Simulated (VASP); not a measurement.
Pd (fcc) relaxed at rising pressure, in one space group throughout; other phases were not tried. The pressures are those reached. These are PBE GGA, VASP's PBE PAW potentials (set 64) (plane waves; VASP) values and carry that method's errors.

```json
[
 {"P (GPa)": "0.01", "V (Å³/atom)": "15.299", "k-mesh": "16×16×16"},
 {"P (GPa)": "4.98", "V (Å³/atom)": "14.887", "k-mesh": "16×16×16"},
 {"P (GPa)": "9.97", "V (Å³/atom)": "14.535", "k-mesh": "16×16×16"},
 {"P (GPa)": "20.00", "V (Å³/atom)": "13.955", "k-mesh": "16×16×16"},
 {"P (GPa)": "30.00", "V (Å³/atom)": "13.490", "k-mesh": "16×16×16"}
]
```

A change of mesh leaves a small step in the series.

### Question
Fit an equation of state and predict the volume at 45.03 GPa.

### Answer
Least squares on the third-order Birch-Murnaghan form, P = (3B0/2)(y⁷ − y⁵)[1 + (3/4)(B′ − 4)(y² − 1)] with y = (V0/V)^(1/3), gives V0 = 15.300 Å³/atom, B0 = 169 GPa and B′ = 5.4, and so 12.929 Å³/atom. The run gave 12.919 Å³/atom, -0.1 % from the fit.

Pressures at which the relaxation failed are left out.

The compound is Pd in the fcc structure.
